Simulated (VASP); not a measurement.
Method: optB88-vdW, VASP's PBE PAW potentials (set 64) (plane waves; VASP 6.6.1).

A VASP calculation is set up with these files.

**POSCAR**
```
CdTe
1
   -0.0000000000     3.2980686129     3.2980686129
    3.2980686129    -0.0000000000     3.2980686129
    3.2980686129     3.2980686129     0.0000000000
Cd Te
1 1
Direct
  0.0000000000   0.0000000000   0.0000000000
  0.2500000000   0.2500000000   0.2500000000
```

**INCAR**
```
! general
SYSTEM   = CdTe
PREC     = Accurate
ENCUT    = 520
LREAL    = .FALSE.
LASPH    = .TRUE.

! electronic loop
EDIFF    = 1E-6
NELM     = 100
ALGO     = Normal
LMAXMIX  = 4

! smearing
ISMEAR   = 0
SIGMA    = 0.05

! functional
GGA      = BO
LUSE_VDW = .TRUE.
AGGAC    = 0.0
PARAM1   = 0.1833333333
PARAM2   = 0.22

! ions
IBRION   = 2
NSW      = 60
ISIF     = 3
EDIFFG   = -0.01

! output
LWAVE    = .FALSE.
LCHARG   = .FALSE.
```

KPOINTS:
```
Regular mesh
0
G
  6 6 6
```

POTCAR, in this order: Cd Te (PBE.64 set). Program: vasp_std.

The resulting files:

**OSZICAR**
```
       N       E                     dE             d eps       ncg     rms          rms(c)
DAV:   1     0.109451502756E+03    0.10945E+03   -0.84080E+03   416   0.120E+03
DAV:   2     0.460252345959E+01   -0.10485E+03   -0.10042E+03   466   0.278E+02
DAV:   3     0.281669230142E+00   -0.43209E+01   -0.43098E+01   506   0.599E+01
DAV:   4     0.237706794036E+00   -0.43962E-01   -0.43958E-01   574   0.522E+00
DAV:   5     0.237580978618E+00   -0.12582E-03   -0.12582E-03   496   0.273E-01    0.508E+00
DAV:   6     0.470516446899E+00    0.23294E+00   -0.48499E-01   466   0.851E+00    0.419E+00
DAV:   7     0.485326154276E+00    0.14810E-01   -0.11832E-01   476   0.245E+00    0.160E+00
DAV:   8     0.484711072573E+00   -0.61508E-03   -0.88921E-03   421   0.130E+00    0.489E-01
DAV:   9     0.484495781606E+00   -0.21529E-03   -0.95196E-04   451   0.360E-01    0.786E-02
DAV:  10     0.484470053827E+00   -0.25728E-04   -0.99993E-05   451   0.119E-01    0.417E-02
DAV:  11     0.484453487004E+00   -0.16567E-04   -0.37976E-05   416   0.528E-02    0.275E-02
DAV:  12     0.484454236236E+00    0.74923E-06   -0.24305E-06   448   0.139E-02
   1 F= 0.48445424E+00 E0= 0.48445424E+00  d E =0.484454E+00
```

OUTCAR:
```
------------------------ aborting loop because EDIFF is reached ----------------------------------------
  FORCE on cell =-STRESS in cart. coord.  units (eV):
  Direction    XX          YY          ZZ          XY          YZ          ZX
  --------------------------------------------------------------------------------------
  Total        0.0047979      0.0047979      0.0047979      0.0000000      0.0000000     -0.0000000
  in kB        0.1071396      0.1071396      0.1071396      0.0000000      0.0000000     -0.0000000
  external PRESSURE =       0.1071396 kB  Pullay stress =       0.0000000 kB
  volume of cell :       71.75
      direct lattice vectors                 reciprocal lattice vectors
     0.000000000  3.298068613  3.298068613    -0.151603881  0.151603881  0.151603881
     3.298068613  0.000000000  3.298068613     0.151603881 -0.151603881  0.151603881
     3.298068613  3.298068613  0.000000000     0.151603881  0.151603881 -0.151603881
  FREE ENERGIE OF THE ION-ELECTRON SYSTEM (eV)
  ---------------------------------------------------
  free  energy   TOTEN  =         0.4844542362 eV

  energy  without entropy=        0.4844542362  energy(sigma->0) =        0.48445424

 reached required accuracy - stopping structural energy minimisation
```
(Selected blocks of OUTCAR.)

The compound is CdTe in the zinc blende structure. It was relaxed first, which changed the volume by +5 %. The start is the result of an earlier pass.
